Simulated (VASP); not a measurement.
Energy against volume of BAs (zinc blende). All values below come from revPBE GGA, VASP's PBE PAW potentials (set 64) (plane waves; VASP). Settings: 520 eV cut-off, 9×9×9 Γ-centred mesh, Gaussian smearing of 0.050 eV, potentials B As.

| V (Å³/atom) | E (eV/atom) |
|---|---|
| 13.742 | -5.42747 |
| 14.167 | -5.43288 |
| 14.592 | -5.42816 |
| 15.017 | -5.41479 |

Q: Fit these four points and predict the energy of the run at 13.317 Å³/atom.

A: A cubic in V^(−2/3), the third-order Birch-Murnaghan form, passes through the four points with V0 = 14.17 Å³/atom and B0 = 127 GPa, and gives -5.4102 eV/atom there. The run gave -5.4102 eV/atom, -0.0 meV/atom from the fit; all five points give B0 = 127 GPa.

The compound is BAs in the zinc blende structure. It was relaxed first.
